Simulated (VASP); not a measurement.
These are r2SCAN+rVV10, VASP's PBE PAW potentials (set 64) (plane waves; VASP) values and carry that method's errors.

A VASP calculation is set up with these files.

File KPOINTS:
```
Automatic mesh
0
Gamma
7 7 10
0 0 0
```

### POSCAR
```
CrO2
1.0
  4.3076788282   0.0000000000   0.0000000000
  0.0000000000   4.3076788282   0.0000000000
  0.0000000000   0.0000000000   2.8546553210
Cr O
2 4
Direct
  0.0000000000   0.0000000000   1.0000000000
  0.5000000000   0.5000000000   0.5000000000
  0.3025789010   0.3025789010   0.0000000000
  0.8025789010   0.1974210990   0.5000000000
  0.1974210990   0.8025789010   0.5000000000
  0.6974210990   0.6974210990   1.0000000000
```

**INCAR**
```
ALGO=Normal
BPARAM=11.95
CPARAM=0.0093
EDIFF=1E-7
EDIFFG=-0.01
ENCUT=520
IBRION=2
ISIF=4
ISMEAR=1
ISPIN=2
LASPH=.True.
LCHARG=.False.
LMAXMIX=4
LMIXTAU=.True.
LORBIT=10
LREAL=.False.
LUSE_VDW=.True.
LWAVE=.False.
MAGMOM=2.3 2.3 -0.1 -0.1 -0.1 -0.1
METAGGA=R2SCAN
NELM=100
NSW=30
PREC=Accurate
SIGMA=0.1
SYSTEM=CrO2
```

POTCAR, in this order: Cr_pv O (PBE.64 set). Program: vasp_std.

Question: What will the output report for the number of irreducible k-points (NKPTS), largest plane-wave count, number of space-group operations, FFT grid (NGX, NGY, NGZ)?

Answer: 
```yaml
number of irreducible k-points (NKPTS): 60
largest_plane_wave_count: 1446
number_of_space_group_operations: 16
FFT grid (NGX, NGY, NGZ): 32 × 32 × 24
```

The compound is CrO2 in the rutile structure. This cell is one point of a volume scan, at 0.94 of the reference volume. Symmetry was kept, so distortions that lower it aren't found.
